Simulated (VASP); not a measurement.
## G0W0 gap of MoS2 against strain

Wanted: the deformation potential of the gap of MoS2, from G0W0. The cell has space group P6_3/mmc. The start is a cell from a database of measured crystal structures.

Main program and level: VASP 6.6.1; PBE, no spin polarisation; plane waves and PAW (Mo_sv, S), in the first sound run; inputs show where later runs differ.

The database entry behind the starting cell differs from later determinations by our own check (about 0.3 % long), so it need not match the best structure at ambient conditions.

**1. The starting structure**

The structure is hexagonal, space group P6_3/mmc (No. 194). The conventional cell has a = 3.169 Å, b = 3.169 Å, c = 12.324 Å, α = 90.00°, β = 90.00°, γ = 120.00°. Nearest to Mo lie 6 S at 2.41 Å. S has 3 Mo at 2.41 Å nearest. Farther neighbours and most contacts between anions are not listed.

**2. Relaxation**

The atoms are relaxed first inside the given cell, which is kept (ISIF = 2), since band edges depend on the positions.

File INCAR:

```
SYSTEM = MoS2
PREC = Accurate
ENCUT = 400
EDIFF = 1E-06
NELM = 100
ISMEAR = 0
SIGMA = 0.05
LREAL = .FALSE.
ALGO = Normal
GGA = PE
NBANDS = 32
LASPH = .TRUE.
LWAVE = .FALSE.
LCHARG = .FALSE.
KPAR = 8
IBRION = 2
NSW = 60
ISIF = 2
EDIFFG = -0.01
```

File POSCAR:

```
MoS2
1.0
    3.1690000000      0.0000000000      0.0000000000
   -1.5845000000      2.7444345046      0.0000000000
    0.0000000000      0.0000000000     12.3240000000
Mo S
2 4
Direct
    0.6666666667      0.3333333333      0.7500000000
    0.3333333333      0.6666666667      0.2500000000
    0.6666666667      0.3333333333      0.3770000000
    0.3333333333      0.6666666667      0.8770000000
    0.6666666667      0.3333333333      0.1230000000
    0.3333333333      0.6666666667      0.6230000000
```

File KPOINTS:

```
Automatic mesh
0
Gamma
7 7 2
0 0 0
```

PAW data sets: Mo_sv and S (PBE family, release 64).

On the command line:

```bash
> mpirun -np 8 vasp_std
```

What it wrote:

```text
[banner, memory and clock lines left out]
running    8 mpi-ranks, on    1 nodes
 distrk:  each k-point on    1 cores,    8 groups
 distr:  one band on    1 cores,    1 groups

 POSCAR found type information on POSCAR MoS
 POSCAR found :  2 types and       6 ions
|                                                                             |
|           W    W    AA    RRRRR   N    N  II  N    N   GGGG   !!!           |
|           W    W   A  A   R    R  NN   N  II  NN   N  G    G  !!!           |
|           W    W  A    A  R    R  N N  N  II  N N  N  G       !!!           |
|           W WW W  AAAAAA  RRRRR   N  N N  II  N  N N  G  GGG   !            |
|           WW  WW  A    A  R   R   N   NN  II  N   NN  G    G                |
|           W    W  A    A  R    R  N    N  II  N    N   GGGG   !!!           |
|                                                                             |
|     For optimal performance we recommend to set                             |
|       NCORE = 2 up to number-of-cores-per-socket                            |
|     NCORE specifies how many cores store one orbital (NPAR=cpu/NCORE).      |
|     This setting can greatly improve the performance of VASP for DFT.       |
|     The default, NCORE=1 might be grossly inefficient on modern             |
|     multi-core architectures or massively parallel machines. Do your        |
|     Unfortunately you need to use the default for GW and RPA                |
|     calculations (for HF NCORE is supported but not extensively tested      |
|     yet).                                                                   |
|                                                                             |

 LDA part: xc-table for (Slater+PW92), standard interpolation
 POSCAR, INCAR and KPOINTS ok, starting setup
 FFT: planning ... GRIDC
 FFT: planning ... GRID_SOFT
 FFT: planning ... GRID
 WAVECAR not read
 entering main loop
       N       E                     dE             d eps       ncg     rms          rms(c)
DAV:   1     0.384064417153E+03    0.38406E+03   -0.26271E+04  1152   0.126E+03
DAV:   2    -0.267207704278E+02   -0.41079E+03   -0.39917E+03  1312   0.354E+02
DAV:   3    -0.460921273807E+02   -0.19371E+02   -0.19208E+02  1280   0.697E+01
DAV:   4    -0.465524108291E+02   -0.46028E+00   -0.45865E+00  1248   0.104E+01
DAV:   5    -0.465646281330E+02   -0.12217E-01   -0.12209E-01  1272   0.158E+00    0.338E+01
DAV:   6    -0.444055850240E+02    0.21590E+01   -0.20498E+01  1112   0.247E+01    0.132E+01
DAV:   7    -0.439562957656E+02    0.44929E+00   -0.93122E+00  1128   0.157E+01    0.807E+00
DAV:   8    -0.436052708963E+02    0.35102E+00   -0.14392E+00  1272   0.676E+00    0.295E+00
DAV:   9    -0.436180838779E+02   -0.12813E-01   -0.13940E-01  1344   0.182E+00    0.132E+00
DAV:  10    -0.436085382788E+02    0.95456E-02   -0.60636E-02  1248   0.141E+00    0.324E-01
DAV:  11    -0.436086458627E+02   -0.10758E-03   -0.24038E-03  1272   0.273E-01    0.195E-01
DAV:  12    -0.436085448499E+02    0.10101E-03   -0.51197E-04  1304   0.118E-01    0.805E-02
DAV:  13    -0.436085508247E+02   -0.59747E-05   -0.14937E-04  1312   0.635E-02    0.816E-03
DAV:  14    -0.436085538133E+02   -0.29886E-05   -0.10854E-05  1128   0.182E-02    0.135E-02
DAV:  15    -0.436085544519E+02   -0.63865E-06   -0.20928E-06  1064   0.795E-03
   1 F= -.43608554E+02 E0= -.43608554E+02  d E =-.436086E+02
 curvature:   0.00 expect dE= 0.000E+00 dE for cont linesearch  0.000E+00
 trial: gam= 0.00000 g(F)=  0.109E-02 g(S)=  0.000E+00 ort = 0.000E+00 (trialstep = 0.100E+01)
 search vector abs. value=  0.109E-02
 bond charge predicted
       N       E                     dE             d eps       ncg     rms          rms(c)
DAV:   1    -0.436089321137E+02   -0.37830E-03   -0.59694E-02  1048   0.904E-01    0.243E-01
DAV:   2    -0.436091495455E+02   -0.21743E-03   -0.26343E-03  1240   0.221E-01    0.106E-01
DAV:   3    -0.436091462784E+02    0.32671E-05   -0.32778E-05  1112   0.311E-02    0.663E-02
DAV:   4    -0.436091472239E+02   -0.94551E-06   -0.26981E-05  1048   0.233E-02    0.984E-03
DAV:   5    -0.436091461849E+02    0.10390E-05   -0.56226E-06  1032   0.113E-02    0.834E-03
DAV:   6    -0.436091461079E+02    0.77004E-07   -0.41936E-07   696   0.310E-03
   2 F= -.43609146E+02 E0= -.43609146E+02  d E =-.591656E-03
 trial-energy change:   -0.000592  1 .order   -0.000581   -0.001091   -0.000072
 step:   1.0660(harm=  1.0703)  dis= 0.00387  next Energy=   -43.609148 (dE=-0.594E-03)
 reached required accuracy - stopping structural energy minimisation
```

It took 6.8 s on 8 MPI ranks of Intel Xeon 6975P-C (Granite Rapids), shared host; peak memory 1.9 GiB.

Lines that name or quote the potential files are left out of all logs, and their timing lines are given in words.

OUTCAR, selected parts (step 2):

```text
ion  position               nearest neighbor table
   1  0.667  0.333  0.750-   4 2.41   6 2.41   4 2.41   6 2.41   4 2.41   6 2.41
   2  0.333  0.667  0.250-   3 2.41   5 2.41   3 2.41   5 2.41   3 2.41   5 2.41
   3  0.667  0.333  0.377-   2 2.41   2 2.41   2 2.41
   4  0.333  0.667  0.877-   1 2.41   1 2.41   1 2.41
   5  0.667  0.333  0.123-   2 2.41   2 2.41   2 2.41
   6  0.333  0.667  0.623-   1 2.41   1 2.41   1 2.41

  LATTYP: Found a hexagonal cell.
 ALAT       =     3.1690000000
 C/A-ratio  =     3.8889239508

 Subroutine GETGRP returns: Found 24 space group operations
 (whereof 12 operations were pure point group operations)

The static configuration has the point symmetry D_3d.
 The point group associated with its full space group is D_6h.

 Found     16 irreducible k-points:

   k-points           NKPTS =     16   k-points in BZ     NKDIM =     16   number of bands    NBANDS=     32

   dimension x,y,z NGX =    24 NGY =   24 NGZ =   80
   dimension x,y,z NGXF=    48 NGYF=   48 NGZF=  160

   ENCUT  =  400.0 eV  29.40 Ry    5.42 a.u.   5.17  5.17 20.10*2*pi/ulx,y,z

   NELECT =      52.0000    total number of electrons

 k-points in reciprocal lattice and weights: Automatic mesh
   0.00000000  0.00000000  0.00000000       0.010
   0.14285714  0.00000000  0.00000000       0.061
   0.28571429  0.00000000  0.00000000       0.061
   0.42857143 -0.00000000  0.00000000       0.061
   0.14285714  0.14285714  0.00000000       0.061
   0.28571429  0.14285714  0.00000000       0.122
   0.42857143  0.14285714  0.00000000       0.061
   0.28571429  0.28571429  0.00000000       0.061
   0.00000000  0.00000000  0.50000000       0.010
[...]
0.42857143  0.14285714  0.50000000       0.061
   0.28571429  0.28571429  0.50000000       0.061

 average (electrostatic) potential at core
       1 -74.7545       2 -74.7545       3 -84.4726       4 -84.4726       5 -84.4726
       6 -84.4726

 E-fermi :   7.7645

 k-point     1 :       0.0000    0.0000    0.0000
  band No.  band energies     occupation
    ...
     22       5.3523      2.00000
     23       5.3523      2.00000
     24       6.3009      2.00000
     25       6.3603      2.00000
     26       7.4947      2.00000
     27       9.5964      0.00000
     28       9.5964      0.00000
     29       9.6240      0.00000
     30       9.6240      0.00000
     31       9.7699      0.00000
    ...

 k-point     2 :       0.1429    0.0000    0.0000
  band No.  band energies     occupation
    ...
     22       4.9244      2.00000
     23       5.4632      2.00000
     24       6.3470      2.00000
     25       6.4016      2.00000
     26       6.9104      2.00000
     27       9.1558      0.00000
     28       9.3706      0.00000
     29       9.4438      0.00000
     30       9.5828      0.00000
     31       9.5893      0.00000
    ...

 k-point     3 :       0.2857    0.0000    0.0000
  band No.  band energies     occupation
    ...
     22       5.1933      2.00000
     23       5.2782      2.00000
     24       5.6812      2.00000
     25       5.8193      2.00000
     26       6.0057      2.00000
     27       8.7521      0.00000
     28       9.0276      0.00000
     29       9.2176      0.00000
     30       9.5681      0.00000
     31       9.7488      0.00000
    ...

  Total        1.1232804      1.1232804      1.6211560      0.0000000      0.0000000     -0.0000000
  in kB       16.7908226     16.7908226     24.2330793      0.0000000      0.0000000     -0.0000000
  external PRESSURE =      19.2715748 kB  Pullay stress =       0.0000000 kB

  energy-cutoff  :      400.00
  volume of cell :      107.18
      direct lattice vectors                 reciprocal lattice vectors
     3.169000000  0.000000000  0.000000000     0.315556958  0.182186895  0.000000000
    -1.584500000  2.744434505  0.000000000     0.000000000  0.364373789  0.000000000
     0.000000000  0.000000000 12.324000000     0.000000000  0.000000000  0.081142486

 POSITION                                       TOTAL-FORCE (eV/Angst)
 -----------------------------------------------------------------------------------
      1.58450      0.91481      9.24300         0.000000      0.000000      0.000000
     -0.00000      1.82962      3.08100        -0.000000     -0.000000      0.000000
      1.58450      0.91481      4.64252        -0.000000     -0.000000     -0.004938
     -0.00000      1.82962     10.80452         0.000000      0.000000     -0.004938
      1.58450      0.91481      1.51948        -0.000000     -0.000000      0.004938
     -0.00000      1.82962      7.68148         0.000000      0.000000      0.004938
 -----------------------------------------------------------------------------------
    total drift:                               -0.000000      0.000000     -0.000000

  FREE ENERGIE OF THE ION-ELECTRON SYSTEM (eV)
  ---------------------------------------------------
  free  energy   TOTEN  =       -43.6091461079 eV

  energy  without entropy=      -43.6091461079  energy(sigma->0) =      -43.60914611

 reached required accuracy - stopping structural energy minimisation

[... 3 further parts left out ...]
```

The run keeps the 24 symmetry operations of its start, so it cannot find a distortion of lower symmetry.

No atom moved by 0.005 Å in the relaxation.

This step gave:

```
free energy (TOTEN) : -43.61 eV
Fermi energy        : 7.764 eV
pressure            : 1.927 GPa
```

At PBE, with these data sets, the largest force is down to 0.0049 eV/Å.

[end of part 1 of 5]

[Lines on the potential files, build, host, timing and source positions are cut from VASP's logs without a mark.]

[Logs are printed without paths, hosts, clocks, repeated set-up lines and the standing remarks that a program may print on its own settings, such as how far it seeks lower states.]

[Hosts, paths, dates, database ids (printed as entryN), source tags and the programs' standing remarks are cut or masked in the printed files.]

[Pressures printed for these runs are not shown converged in the cutoff: they can be off by several GPa and have the wrong sign.]

[In band tables of VASP the shares of atoms and orbitals are scaled to a sum of 1 inside the atoms' spheres.]
